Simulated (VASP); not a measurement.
Computed with PBEsol GGA, VASP's PBE PAW potentials (set 64) (plane waves; VASP).

VASP ran on this input.

### KPOINTS
```
Regular mesh
0
gamma
 8 8 2
0 0 0
```

**POSCAR**
```
BeZn3Se4
1
   -0.0000000000     2.7574349233     2.7574349233
    2.7574349233    -0.0000000000     2.7574349233
   11.0445455452    11.0445455452    -0.0148058522
Zn Se Be
3 4 1
Direct
  0.0124375027   0.0124375027   0.9906718729
  0.0006577489   0.0006577489   0.2495066884
  0.9896910632   0.9896910632   0.5077317026
  0.2542000914   0.2542000914   0.0593499314
  0.2430584812   0.2430584812   0.3177061391
  0.2320017567   0.2320017567   0.5759986826
  0.2672345190   0.2672345190   0.7995741108
  0.0007188371   0.0007188371   0.7494608722
```

INCAR:
```
# general
SYSTEM  = BeZn3Se4
PREC    = Accurate
ENCUT   = 400
LREAL   = .FALSE.
LASPH   = .TRUE.

# electronic loop
EDIFF   = 1E-7
NELM    = 100
ALGO    = Normal
LMAXMIX = 4

# smearing
ISMEAR  = -5

# functional
GGA     = PS

# ions
ISIF    = 2

# output
LWAVE   = .FALSE.
LCHARG  = .TRUE.
LORBIT  = 11
NEDOS   = 601

# other
LEFG    = .TRUE.
```

POTCAR, in this order: Zn Se Be (PBE.64 set). Program: vasp_std.

What VASP printed:

File OSZICAR:
```
       N       E                     dE             d eps       ncg     rms          rms(c)
DAV:   1     0.407480214518E+03    0.40748E+03   -0.24111E+04  1480   0.152E+03
DAV:   2     0.158992771312E+02   -0.39158E+03   -0.37722E+03  1566   0.353E+02
DAV:   3    -0.291566294626E+02   -0.45056E+02   -0.44596E+02  1687   0.124E+02
DAV:   4    -0.306154850493E+02   -0.14589E+01   -0.14539E+01  1800   0.221E+01
DAV:   5    -0.306325361575E+02   -0.17051E-01   -0.17039E-01  1742   0.230E+00    0.964E+00
DAV:   6    -0.295455780790E+02    0.10870E+01   -0.30014E+00  1959   0.446E+01    0.730E+00
DAV:   7    -0.295408858762E+02    0.46922E-02   -0.24705E+00  1660   0.749E+00    0.263E+00
DAV:   8    -0.295281726217E+02    0.12713E-01   -0.14453E-01  1852   0.550E+00    0.724E-01
DAV:   9    -0.295252099508E+02    0.29627E-02   -0.36537E-02  1846   0.404E+00    0.227E-01
DAV:  10    -0.295249022903E+02    0.30766E-03   -0.57914E-03  1803   0.149E+00    0.130E-01
DAV:  11    -0.295249060944E+02   -0.38041E-05   -0.20639E-03  1975   0.608E-01    0.575E-02
DAV:  12    -0.295249779474E+02   -0.71853E-04   -0.66047E-04  1645   0.215E-01    0.259E-02
DAV:  13    -0.295249669392E+02    0.11008E-04   -0.69176E-05  1985   0.132E-01    0.148E-02
DAV:  14    -0.295249718146E+02   -0.48754E-05   -0.29709E-05  1785   0.579E-02    0.551E-03
DAV:  15    -0.295249721505E+02   -0.33585E-06   -0.46771E-06  1766   0.358E-02    0.272E-03
DAV:  16    -0.295249719791E+02    0.17138E-06   -0.77810E-07  1767   0.116E-02    0.123E-03
DAV:  17    -0.295249720531E+02   -0.73964E-07   -0.40223E-07  1528   0.471E-03
   1 F= -.29524972E+02 E0= -.29524972E+02  d E =0.000000E+00
```

### OUTCAR
```
------------------------ aborting loop because EDIFF is reached ----------------------------------------
  FORCE on cell =-STRESS in cart. coord.  units (eV):
  Direction    XX          YY          ZZ          XY          YZ          ZX
  --------------------------------------------------------------------------------------
  Total       -0.0059245     -0.0059245     -0.0059245      0.0286691     -0.0286691     -0.0286691
  in kB       -0.0564781     -0.0564781     -0.0564781      0.2733035     -0.2733035     -0.2733035
  external PRESSURE =      -0.0564781 kB  Pullay stress =       0.0000000 kB
  volume of cell :      168.07
      direct lattice vectors                 reciprocal lattice vectors
     0.000000000  2.757434923  2.757434923    -0.181206483  0.181449401  0.181206483
     2.757434923  0.000000000  2.757434923     0.181449401 -0.181206483  0.181206483
    11.044545545 11.044545545 -0.014805852     0.045240891  0.045240891 -0.045240891
 POSITION                                       TOTAL-FORCE (eV/Angst)
 -----------------------------------------------------------------------------------
     10.97582     10.97582      0.05392        -0.005565     -0.005565      0.005565
      2.75750      2.75750     -0.00007        -0.003619     -0.003619      0.003619
      8.33667      8.33667      5.45050         0.003648      0.003648     -0.003648
      1.35643      1.35643      1.40100         0.000393      0.000393     -0.000393
      4.17914      4.17914      1.33573         0.002683      0.002683     -0.002683
      7.00137      7.00137      1.27093        -0.001499     -0.001499      0.001499
      9.56781      9.56781      1.46193         0.003786      0.003786     -0.003786
      8.27944      8.27944     -0.00713         0.000172      0.000172     -0.000172
 -----------------------------------------------------------------------------------
    total drift:                                0.000407      0.000407     -0.000490
  FREE ENERGIE OF THE ION-ELECTRON SYSTEM (eV)
  ---------------------------------------------------
  free  energy   TOTEN  =       -29.5249720531 eV

  energy  without entropy=      -29.5249720531  energy(sigma->0) =      -29.52497205

 total charge

# of ion       s       p       d       tot
------------------------------------------
    1        0.549   0.487   9.787  10.823
    2        0.549   0.488   9.788  10.824
    3        0.549   0.490   9.786  10.826
    4        1.436   2.438   0.035   3.909
    5        1.436   2.439   0.035   3.910
    6        1.434   2.462   0.035   3.931
    7        1.431   2.428   0.025   3.884
    8        0.352   0.517   0.000   0.869
--------------------------------------------------
tot          7.736  11.749  29.491  48.976

 Electric field gradients after diagonalization (V/A^2)
 (convention: |V_zz| > |V_xx| > |V_yy|)
----------------------------------------------------------------------
 ion       V_xx      V_yy      V_zz     asymmetry (V_yy - V_xx)/ V_zz
----------------------------------------------------------------------
   1       1.015     1.009    -2.024       0.003
   2      -0.316    -0.302     0.618       0.023
   3      -0.514    -0.510     1.024       0.004
   4     -14.938   -14.938    29.877       0.000
   5     -14.390   -14.390    28.780       0.000
   6       3.949     3.948    -7.897       0.000
   7      11.812    11.812   -23.624       0.000
   8       0.501     0.500    -1.001       0.001
```
(Selected blocks of OUTCAR.)

The structure was generated: BeZn3Se4 was put into an ordered model structure (R3m), which need not be its known phase. It was relaxed first.
